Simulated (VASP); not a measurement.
Here is the system:

```
CELL_PARAMETERS angstrom
      1.91671    -3.31983     0.00000
      1.91671     3.31983     0.00000
      0.00000     0.00000     5.51143
ATOMIC_POSITIONS crystal
  Pt 0.00000 0.00000 0.00000
  Se 0.33333 0.66667 0.24098
  Se 0.66667 0.33333 0.75902
```

The numbers are results of TPSS meta-GGA, VASP's PBE PAW potentials (set 64) (plane waves; VASP 6.6.1), not measurements. Numerical set-up: 520 eV cut-off, 7×7×4 Γ-centred mesh, Gaussian smearing of 0.050 eV, potentials Pt Se.

Without a dispersion term in the relaxation, distances and binding between the weakly bound layers, chains or molecules are unreliable, and so is what depends on them.

### Question
The ions and cell shape at fixed volume are relaxed. Give the cell that the relaxation ends in.

### Answer

```
CELL_PARAMETERS angstrom
      1.86868    -3.23665     0.00000
      1.86868     3.23665     0.00000
      0.00000     0.00000     5.79835
ATOMIC_POSITIONS crystal
  Pt 0.00000 0.00000 0.00000
  Se 0.33333 0.66667 0.22624
  Se 0.66667 0.33333 0.77376
```
Space group P-3m1 (164), at a tolerance of 0.03 Å.

### Question
How much energy does the relaxation gain?

### Answer
The energy (σ→0) changes by -26.4 meV/atom, in 7 ionic steps.

The compound is PtSe2 in the 1T layered structure. This cell is one point of a volume scan, at 1.06 of the reference volume. Symmetry was kept, so distortions that lower it aren't found.
